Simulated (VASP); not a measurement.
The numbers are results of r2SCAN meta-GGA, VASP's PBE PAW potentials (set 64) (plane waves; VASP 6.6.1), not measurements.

The input files of a VASP run:

### KPOINTS
```
Automatic mesh
0
Gamma
5 5 5
0 0 0
```

**POSCAR**
```
AlGa3N4
1
    4.4625332805     0.0000000000     0.0000000000
    0.0000000000     4.4625332805    -0.0000000000
    0.0000000000    -0.0000000000     4.4625332805
Al Ga N
1 3 4
Direct
  0.0000000000   1.0000000000   0.0000000000
  0.5000000000   0.5000000000   1.0000000000
  0.0000000000   0.5000000000   0.5000000000
  0.5000000000   1.0000000000   0.5000000000
  0.7548513703   0.7548513703   0.2451486297
  0.7548513703   0.2451486297   0.7548513703
  0.2451486297   0.2451486297   0.2451486297
  0.2451486297   0.7548513703   0.7548513703
```

**INCAR**
```
# general
SYSTEM  = AlGa3N4
PREC    = Accurate
ENCUT   = 520
LREAL   = .FALSE.
LASPH   = .TRUE.

# electronic loop
EDIFF   = 1E-6
NELM    = 100
ALGO    = Normal
LMAXMIX = 4
LMIXTAU = .TRUE.

# smearing
ISMEAR  = 0
SIGMA   = 0.05

# functional
METAGGA = R2SCAN

# ions
IBRION  = 2
NSW     = 60
ISIF    = 3
EDIFFG  = -0.02

# output
LWAVE   = .FALSE.
LCHARG  = .FALSE.
```

POTCAR, in this order: Al Ga_d N (PBE.64 set). Program: vasp_std.

Task: Estimate the energy per atom (σ→0), volume per atom, band gap (on the k-mesh).

Result: 
The energy per atom (σ→0) is -10.608 eV/atom, the band gap (on the k-mesh) is 2.79 eV and the volume per atom comes out as 11.17 Å³/atom.

**OSZICAR**
```
...
       N       E                     dE             d eps       ncg     rms          rms(c)
DAV:   1    -0.848663273253E+02   -0.17246E-03   -0.23348E-02   795   0.121E+00    0.753E-02
DAV:   2    -0.848662531555E+02    0.74170E-04   -0.91793E-04   971   0.429E-01    0.377E-02
DAV:   3    -0.848662065461E+02    0.46609E-04   -0.15555E-04  1107   0.162E-01    0.108E-02
DAV:   4    -0.848662256544E+02   -0.19108E-04   -0.68128E-05   760   0.682E-02    0.742E-03
DAV:   5    -0.848662313673E+02   -0.57129E-05   -0.71711E-06   766   0.277E-02    0.458E-03
DAV:   6    -0.848662312742E+02    0.93066E-07   -0.28237E-06   632   0.174E-02
   6 F= -.84866231E+02 E0= -.84866231E+02  d E =-.436272E-03
```

The structure comes from a computed database's AlGa3N4 entry (P-43m); how it stands against other phases isn't given here. This run relaxes it. Symmetry was kept, so distortions that lower it aren't found. The start is the result of an earlier pass.
